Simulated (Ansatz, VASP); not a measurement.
**Ti2CO2: VASP beside Ansatz**

Aim: how closely do two programs agree when they are given the same cell, functional and k mesh? The cell is taken from a series of runs on this material, whose earlier steps may have relaxed, scaled, displaced or heated it; both programs get it as it stands. Other levels of theory on this material are compared in a session of their own.

Main program and level: Ansatz 0.2.0; plane waves, with VASP 6.6.1 beside it; single point at PBE, spin-orbit coupling.

**1. The starting structure**

The cell holds 5 atoms: 1 C, 2 Ti and 2 O. Cell: a = 3.010 Å, b = 3.010 Å, c = 32.100 Å, α = 90.0°, β = 90.0°, γ = 120.0°. It derives from C1O2Ti2. Vacuum lies along c.

**2. Ansatz: single point, PBE, spin-orbit coupling**

Ansatz runs on its PAW fully relativistic soft_1 files.

A single point gives forces, pressure and levels at one fixed geometry, so differences don't come from the geometry; what else differs is listed under the comparison.

Contents of input.yaml:

```yaml
crystal:
  lattice:
    - [3.0102786334, 0.0, 0.0]
    - [-1.5051393167, 2.606977769, 0.0]
    - [0.0, 0.0, 32.1]
  atoms:
    - { symbol: C, position: [0.0, 0.0, 0.5] }
    - { symbol: Ti, position: [0.3333333333, 0.6666666667, 0.5405404827] }
    - { symbol: Ti, position: [0.6666666667, 0.3333333333, 0.4594595173] }
    - { symbol: O, position: [0.6666666667, 0.3333333333, 0.5690138949] }
    - { symbol: O, position: [0.3333333333, 0.6666666667, 0.4309861051] }
  periodic: [true, true, false]
kpoints:
  mp_grid: { grid: [9, 9, 1] }
  band_path:
    path: [[0.0, 0.0, 0.0], [0.5, 0.0, 0.0], [0.3333333333, 0.3333333333, 0.0]]
    npoints: 1
hamiltonian:
  xc: pbe
  pseudopotentials: { kind: paw_fr, azcp: { folder: soft_1 } }
scf:
  occupations: { method: fermi_dirac, width: 0.02 }
  n_extra_bands: 10
magnetization:
  noncollinear: true
  spin_orbit: true
output:
  eigenvalues: true
  forces: true
  stress: true
```

On the command line:

```bash
ansatz run input.yaml --threads 3 --pin off --max-ram 92160MiB --backend cuda --events-out ev --progress --plain --runs-dir out --devices 1 --max-vram 13GiB
```

Numbers of over 12 decimals in the logs are rounded to 6 here.

The program printed:

```text
scf.n_extra_bands = 10 over 40 filled bands (N_el = 40.0): the run solves 50 bands
GPUs: using 1 of 1 available (devices: 1).
Engine: ansatz 0.2.0, x86_64-unknown-linux-gnu
Pseudopotentials: kind: paw_fr
Pseudopotential: C, paw, valence charge 4, recommended cutoff 420 eV (normal), soft_1/C.paw.azcp
Pseudopotential: Ti, paw, valence charge 12, recommended cutoff 420 eV (normal), soft_1/Ti.paw.azcp
Pseudopotential: O, paw, valence charge 6, recommended cutoff 420 eV (normal), soft_1/O.paw.azcp
Functional definition: PBE
  parameter kappa = 0.804
  parameter beta = 0.066725
  exchange = pbe_x(kappa = kappa, mu = beta*pi^2/3)
  correlation = pbe_c(beta = beta)
non-collinear run that drives no moment, with spin-orbit: no starting moment large enough to seed its density (crystal.atoms[].spin), no starting occupations that ask for one, no magnetisation constraint and no magnetic field, so the semilocal B_xc is pinned to zero
device memory: the entry about to start is reckoned to put 6.6 GiB on a device that reports 26.3 GiB free (of which the cap on the GPU budget leaves the run 13.0 GiB)
GPU FFT provider: cuFFT
GPU libraries: cuBLAS 13.8.2, cuFFT 12.4.0, cuSOLVER 12.3.4
Crystal: 5 atoms, lattice volume = 251.912 Å³
Basis set: ecut = 420 eV, 4763 PW (Γ), exchange–correlation on 48×48×432 points (8 copies of the dense FFT grid, shifted against one another)
Bands: 50, of which v1, the nominal top of the filled ones, is band 40 counted from 1 (39 counted from 0)
Symmetry: 12 space group operations + 12 with time reversal
Magnetic group: BNS 164.86 (UNI 1316), of the structure as read, at distance tolerance 6.3e-5 Å
k-points: 12 of 81
Projection manifold: j_resolved (fully-relativistic pseudo-atomic orbitals)
Non-local potential: C, projectors of the file, resolved by j, l = 0: 2, l = 1: 4, l = 2: 2
Non-local potential: Ti, projectors of the file, resolved by j, l = 0: 3, l = 1: 4, l = 2: 6, l = 3: 2
Non-local potential: O, projectors of the file, resolved by j, l = 0: 2, l = 1: 4, l = 2: 2
PAW form: soft (Blöchl's): semilocal exchange-correlation on the pseudo side does not see the compensation charge
PAW one-centre angular grid: C, 110 points (default); XC on 64 Gauss nodes
PAW one-centre angular grid: Ti, 590 points (default); XC on 96 Gauss nodes
PAW one-centre angular grid: O, 110 points (default); XC on 64 Gauss nodes
Initial density: superposition of atomic densities (neutral atoms: chi_scale 0, normalization atom)
Initial wavefunctions: pseudopotential atomic-orbital guess
GPU buffer pool allocated for 124416 grid points (all kernels)
GPU transforms: local potential and band sums: pruned to the plane-wave sphere, on 24×24×216
Functional: x = pbe(κ = 0.804, μ = 0.219515), c = pbe(β = 0.066725)
SCF iter   1: F=—  HF=-6397.788206 eV  |F-HF|=—  |Δ(HF+E_count)|=         —  Δρ=1.02e-1  dr2=3.09e1  dr2_m=0.00e0 (ungated)  ethr=3.10e-3  |M|=0.00e0 ∫|m|=0.00e0 μB  |m|>n=0.0e0 m-floor=0.0e0 τ_xc=0.0e0  β_m=0.30  ⟨swp⟩=10.4  Hψ=2034  notcnv=0
preconditioner: auto → Resta (q_TF=auto, 2.008 Å⁻¹)  ε∞=2.0  [insulator: Δε(μ)=2.837 eV  Ē_g=11.226 eV  σ=0.020 eV  W_gap=1.00  n_scr=20 (ndim 8)  ℏωp=11.5 eV  f_vac=0.753  D(μ)=0.00/eV (n_scr^D=0)  ε∞_Penn≈2.0  vacuum switching on, ρ_ref=9.1e-3 e/Å³]
spin=Noncollinear: Resta preconditioning applied to the charge; magnetization (m_x, m_y, m_z) channels mix plain (no charge-response kernel on spin).
SCF iter   2: F=—  HF=-6390.840645 eV  |F-HF|=—  |Δ(HF+E_count)|=    6.95e0  Δρ=2.10e-2  dr2=1.28e0  dr2_m=0.00e0 (ungated)  ethr=3.10e-3  |M|=0.00e0 ∫|m|=0.00e0 μB  |m|>n=0.0e0 m-floor=0.0e0 τ_xc=0.0e0  β_m=0.30  ⟨swp⟩=5.8  Hψ=980  notcnv=0  defer=48
SCF iter   3: F=—  HF=-6390.642943 eV  |F-HF|=—  |Δ(HF+E_count)|=   1.98e-1  Δρ=1.44e-2  dr2=4.37e-1  dr2_m=0.00e0 (ungated)  ethr=3.10e-3  |M|=0.00e0 ∫|m|=0.00e0 μB  |m|>n=0.0e0 m-floor=0.0e0 τ_xc=0.0e0  β_m=0.45  ⟨swp⟩=2.6  Hψ=435  notcnv=0  defer=42
SCF iter   4: F=—  HF=-6390.575967 eV  |F-HF|=—  |Δ(HF+E_count)|=   6.70e-2  Δρ=8.42e-3  dr2=1.76e-1  dr2_m=0.00e0 (ungated)  ethr=1.09e-3  |M|=0.00e0 ∫|m|=0.00e0 μB  |m|>n=0.0e0 m-floor=0.0e0 τ_xc=0.0e0  β_m=0.45  ⟨swp⟩=3.2  Hψ=562  notcnv=0  defer=38
SCF iter   5: F=—  HF=-6390.560582 eV  |F-HF|=—  |Δ(HF+E_count)|=   1.54e-2  Δρ=1.89e-3  dr2=7.28e-3  dr2_m=0.00e0 (ungated)  ethr=4.41e-4  |M|=0.00e0 ∫|m|=0.00e0 μB  |m|>n=0.0e0 m-floor=0.0e0 τ_xc=0.0e0  β_m=0.63  ⟨swp⟩=3.1  Hψ=536  notcnv=0  defer=38
SCF iter   6: F=—  HF=-6390.561417 eV  |F-HF|=—  |Δ(HF+E_count)|=   8.35e-4  Δρ=4.55e-4  dr2=1.04e-3  dr2_m=0.00e0 (ungated)  ethr=1.82e-5  |M|=0.00e0 ∫|m|=0.00e0 μB  |m|>n=0.0e0 m-floor=0.0e0 τ_xc=0.0e0  β_m=0.68  ⟨swp⟩=3.4  Hψ=707  notcnv=0  defer=38
SCF iter   7: F=—  HF=-6390.561481 eV  |F-HF|=—  |Δ(HF+E_count)|=   6.40e-5  Δρ=1.45e-4  dr2=5.79e-5  dr2_m=0.00e0 (ungated)  ethr=2.60e-6  |M|=0.00e0 ∫|m|=0.00e0 μB  |m|>n=0.0e0 m-floor=0.0e0 τ_xc=0.0e0  β_m=0.73  ⟨swp⟩=3.2  Hψ=561  notcnv=0  defer=38
SCF iter   8: F=—  HF=-6390.561685 eV  |F-HF|=—  |Δ(HF+E_count)|=   2.04e-4  Δρ=3.43e-5  dr2=3.88e-6  dr2_m=0.00e0 (ungated)  ethr=1.45e-7  |M|=0.00e0 ∫|m|=0.00e0 μB  |m|>n=0.0e0 m-floor=0.0e0 τ_xc=0.0e0  β_m=0.78  ⟨swp⟩=3.3  Hψ=588  notcnv=0  defer=38
SCF iter   9: F=-6390.561685 eV  HF=-6390.561685 eV  |F-HF|=9.36e-9  |Δ(HF+E_count)|=   1.19e-9  Δρ=5.41e-6  dr2=6.06e-8  dr2_m=0.00e0 (ungated)  ethr=2.50e-10  |M|=0.00e0 ∫|m|=0.00e0 μB  |m|>n=0.0e0 m-floor=0.0e0 τ_xc=0.0e0  ⟨swp⟩=19.2  Hψ=2319  notcnv=0
SCF 1 converged in 9 iterations: F = -6390.561685 eV  dr2 = 6.06e-8
  greatest PAW one-centre occupation: 0.999 electrons in one spin orbital (limit 2), on the Ti atom at site 2 (counted from 0), in its partial waves of l = 0
device memory: the entry about to start is reckoned to put 3.9 GiB on a device that reports 23.5 GiB free (of which the cap on the GPU budget leaves the run 13.0 GiB)
NSCF: frozen V_eff on 3 k-points
SCF converged after 9 iterations
Magnetization: |M| = 0.0000 μB,  M = (+0.0000, +0.0000, +0.0000) μB
Absolute magnetization: 0.0000 μB (∫|m|)
  site 0: m = (+0.0000, +0.0000, +0.0000) μB, |m| = 0.0000 μB  (R = 0.90 Å)
  site 1: m = (+0.0000, +0.0000, +0.0000) μB, |m| = 0.0000 μB  (R = 0.81 Å)
  site 2: m = (+0.0000, +0.0000, +0.0000) μB, |m| = 0.0000 μB  (R = 0.81 Å)
  site 3: m = (+0.0000, +0.0000, +0.0000) μB, |m| = 0.0000 μB  (R = 0.81 Å)
  site 4: m = (+0.0000, +0.0000, +0.0000) μB, |m| = 0.0000 μB  (R = 0.81 Å)
Free energy (F): -6390.561685 eV
Harris-Foulkes:  -6390.561685 eV  (|F-HF|=9.36e-9)
Internal energy: -6390.561674 eV  (E = F + TS)
E sigma→0 (E₀):  -6390.561680 eV
Entropy (-TS):   -0.000011 eV (-0.002 meV/atom)
Fermi energy:    -5.684078 eV
--- Per-component energies (eV) ---
  E_band       = -1036.479108
  E_kinetic    = 982.743834
  E_local      = -115667.121168  (includes V_loc(G=0)·N_el)
  E_nonlocal   = 244.737900
  E_hartree    = 57186.762668
  E_xc         = -424.898982
  E_vxc        = -534.811043  (∫ρ·V_xc dr)
  E_paw        = -2505.831774  (= ΣΔE_a)
  E_vpaw       = -435.563402  (= ΣTr[D̂ρ^β])
  E_aug_tail   = 0.001439  (compensation charges beyond the density's cutoff)
  E_ewald      = 53793.044409
  E_smearing   = -0.000011  (= −TS)
  E_closure    = -0.000000  (closes the sum)
  Σ components = -6390.561685   (vs F -6390.561685, Δ=0.00e0)
--- Forces (eV/Å), atoms counted from 1 ---
  atom   1  C      0.00000000    -0.00000000     0.00000000
  atom   2  Ti     0.00000000    -0.00000000     0.10200948
  atom   3  Ti    -0.00000000     0.00000000    -0.10200948
  atom   4  O     -0.00000000    -0.00000000     0.04988102
  atom   5  O     -0.00000000     0.00000000    -0.04988102
  max |Σ_I F_I| component: 1.39e-17 eV/Å
--- 2D stress c σ (N/m, compression-positive) ---
        2.535861       0.000000       0.000000
        0.000000       2.535861       0.000000
        0.000000       0.000000       0.000000
  P = ½ c Tr σ = 2.5359 N/m
--- Band table (eV; the first three rows and the last of 12) ---
  k-point 0: bands = [... 36 lower, -5.8426, -5.8426, -5.8253, -5.8253, -5.1750, -5.1750, -5.1730, -5.1730, ... 6 higher]
  k-point 1: bands = [... 36 lower, -6.7972, -6.7972, -6.5101, -6.5101, -5.0262, -5.0262, -4.5783, -4.5783, ... 6 higher]
  k-point 2: bands = [... 36 lower, -7.1572, -7.1572, -7.0763, -7.0763, -5.2126, -5.2126, -4.4011, -4.4011, ... 6 higher]
  k-point 11: bands = [... 36 lower, -8.7032, -8.7032, -8.7008, -8.7008, -4.6457, -4.6457, -4.2178, -4.2178, ... 6 higher]
```

In the SCF lines HF is the Harris–Foulkes energy and dr2 the Hartree energy of the density residual, in eV; the loop may stop once dr2 is under the threshold and the program's other checks hold. Hψ counts applications of the Hamiltonian.

**3. VASP: single point, PBE, spin-orbit coupling**

The same cell, functional, mesh and smearing now go to VASP, with its own data sets.

Lines of VASP's logs that name or quote its potential files are left out, and so is its time.

Contents of INCAR:

```
SYSTEM = Ti2CO2
PREC = Accurate
ENCUT = 520
EDIFF = 1E-06
NELM = 200
ISMEAR = -1
SIGMA = 0.02
LREAL = .FALSE.
ALGO = Normal
GGA = PE
LNONCOLLINEAR = .TRUE.
MAGMOM = 0 0 0 0 0 0 0 0 0 0 0 0 0 0 0
NBANDS = 52
GGA_COMPAT = .FALSE.
LASPH = .TRUE.
LSORBIT = .TRUE.
LMAXMIX = 4
LORBIT = 11
LWAVE = .FALSE.
LCHARG = .FALSE.
ISIF = 2
LDIPOL = .TRUE.
IDIPOL = 3
DIPOL = 0.5 0.5 0.5
LVHAR = .TRUE.
EFERMI = MIDGAP
NELMDL = -8
KPAR = 2
```

Contents of POSCAR:

```
Ti2CO2
1.0
    3.0102786334      0.0000000000      0.0000000000
   -1.5051393167      2.6069777690      0.0000000000
    0.0000000000      0.0000000000     32.1000000000
C Ti O
1 2 2
Direct
    0.0000000000      0.0000000000      0.5000000000
    0.3333333333      0.6666666667      0.5405404827
    0.6666666667      0.3333333333      0.4594595173
    0.6666666667      0.3333333333      0.5690138949
    0.3333333333      0.6666666667      0.4309861051
```

Contents of KPOINTS:

```
Automatic mesh
0
Gamma
9 9 1
0 0 0
```

Potentials, in the order of the species: C, Ti_sv and O (PBE family, release 64).

On the command line:

```bash
mpirun -np 2 vasp_ncl
```

The program printed:

```text
[banner, memory and clock lines left out]
running    2 mpi-ranks, on    1 nodes
 distrk:  each k-point on    1 cores,    2 groups
 distr:  one band on    1 cores,    1 groups

 POSCAR found type information on POSCAR C TiO
 POSCAR found :  3 types and       5 ions
 LDA part: xc-table for (Slater+PW92), standard interpolation
 POSCAR, INCAR and KPOINTS ok, starting setup
 FFT: planning ... GRIDC
 FFT: planning ... GRID_SOFT
 FFT: planning ... GRID
 WAVECAR not read
 entering main loop
       N       E                     dE             d eps       ncg     rms          rms(c)
DAV:   1     0.482626842267E+03    0.48263E+03   -0.19683E+04  1488   0.134E+03
DAV:   2     0.222250866432E+02   -0.46040E+03   -0.44702E+03  1616   0.412E+02
DAV:   3    -0.512672430312E+02   -0.73492E+02   -0.71956E+02  1700   0.164E+02
DAV:   4    -0.588009380569E+02   -0.75337E+01   -0.75213E+01  1976   0.498E+01
DAV:   5    -0.593813309177E+02   -0.58039E+00   -0.58031E+00  1896   0.117E+01
DAV:   6    -0.594010528478E+02   -0.19722E-01   -0.19721E-01  1932   0.244E+00
DAV:   7    -0.594017527415E+02   -0.69989E-03   -0.69989E-03  1920   0.403E-01
DAV:   8    -0.594017698037E+02   -0.17062E-04   -0.17062E-04  1956   0.748E-02    0.295E+01
DAV:   9    -0.463832127480E+02    0.13019E+02   -0.98594E+01  1648   0.898E+01    0.127E+01
DAV:  10    -0.455657411135E+02    0.81747E+00   -0.23657E+01  1560   0.418E+01    0.836E+00
DAV:  11    -0.451123865879E+02    0.45335E+00   -0.44054E+00  1616   0.208E+01    0.280E+00
DAV:  12    -0.450432834936E+02    0.69103E-01   -0.55802E-01  1756   0.644E+00    0.109E+00
DAV:  13    -0.450456890196E+02   -0.24055E-02   -0.14044E-01  1644   0.366E+00    0.787E-01
DAV:  14    -0.450374180828E+02    0.82709E-02   -0.34893E-02  1644   0.182E+00    0.154E-01
[...]
DAV:  22    -0.450379035468E+02   -0.11465E-03   -0.86547E-06  1480   0.204E-02    0.628E-03
DAV:  23    -0.450379762847E+02   -0.72738E-04   -0.36337E-06  1136   0.946E-03    0.317E-03
DAV:  24    -0.450380113041E+02   -0.35019E-04   -0.20647E-06  1048   0.693E-03    0.831E-04
DAV:  25    -0.450380219456E+02   -0.10642E-04   -0.41856E-07   788   0.321E-03    0.413E-04
DAV:  26    -0.450380279031E+02   -0.59575E-05   -0.26698E-07   736   0.296E-03    0.827E-04
DAV:  27    -0.450380313107E+02   -0.34076E-05   -0.15108E-07   720   0.216E-03    0.359E-04
DAV:  28    -0.450380328327E+02   -0.15220E-05   -0.61219E-08   668   0.151E-03    0.254E-04
DAV:  29    -0.450380337822E+02   -0.94950E-06   -0.36884E-08   656   0.850E-04
   1 F= -.45038034E+02 E0= -.45038028E+02  d E =-.116265E-04  mag=     0.0000    -0.0000     0.0000
```

(Part 1 of 2 ends here.)

[Lines on the potential files, build, host, timing and source positions are cut from VASP's logs without a mark.]

[Logs are printed without paths, hosts, clocks, repeated set-up lines and the standing remarks that a program may print on its own settings, such as how far it seeks lower states.]

[Hosts, paths, dates, database ids (printed as entryN), source tags and the programs' standing remarks are cut or masked in the printed files.]
